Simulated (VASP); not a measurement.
PbO (relaxed from the CsCl type structure, space group Pm-3m) relaxed at rising pressure, in one space group throughout; other phases were not tried. The pressures are those reached. These are PBEsol GGA, VASP's PBE PAW potentials (set 64) (plane waves; VASP 6.6.1) values and carry that method's errors.

```
P (GPa)  V (Å³/atom)  k-mesh
-------  -----------  ------
-0.05         15.751   8×8×8
4.89          15.110   9×9×9
9.96          14.583   9×9×9
19.78         13.783   9×9×9
29.96         13.148   9×9×9
```

A change of mesh leaves a small step in the series.

Question: Fit an equation of state and predict the volume at 44.90 GPa.

Answer: Least squares on the third-order Birch-Murnaghan form, P = (3B0/2)(y⁷ − y⁵)[1 + (3/4)(B′ − 4)(y² − 1)] with y = (V0/V)^(1/3), gives V0 = 15.742 Å³/atom, B0 = 109 GPa and B′ = 4.7, and so 12.432 Å³/atom. The run gave 12.430 Å³/atom, -0.0 % from the fit.

Pressures at which the relaxation failed are left out.

The structure was generated: PbO was put into the CsCl type type (Pm-3m), which need not be its known phase.
